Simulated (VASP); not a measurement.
Here is the system:

```xyz
1
Lattice="0.0000 2.9925 2.9925 2.9925 0.0000 2.9925 2.9925 2.9925 0.0000" Properties=species:S:1:pos:R:3 pbc="T T T"
Sr     2.9925     5.9849     2.9925
```

Method: rev-vdW-DF2, VASP's PBE PAW potentials (set 64) (plane waves; VASP). Settings: 520 eV cut-off, 8×8×8 Γ-centred mesh, Gaussian smearing of 0.050 eV, potentials Sr_sv.

Problem. Estimate the energy per atom (σ→0), band gap (on the k-mesh) with the smallest direct gap where there is one.

Solution. 
| Quantity | Result |
|---|---|
| band gap (on the k-mesh) | none (metal, semimetal or under 0.01 eV) |
| energy per atom (σ→0) | 0.392 eV/atom |

Total energies compare only between runs with the same potentials, cut-off and functional.

The compound is Sr in the fcc structure. This cell is one point of a volume scan, at 1.03 of the reference volume.
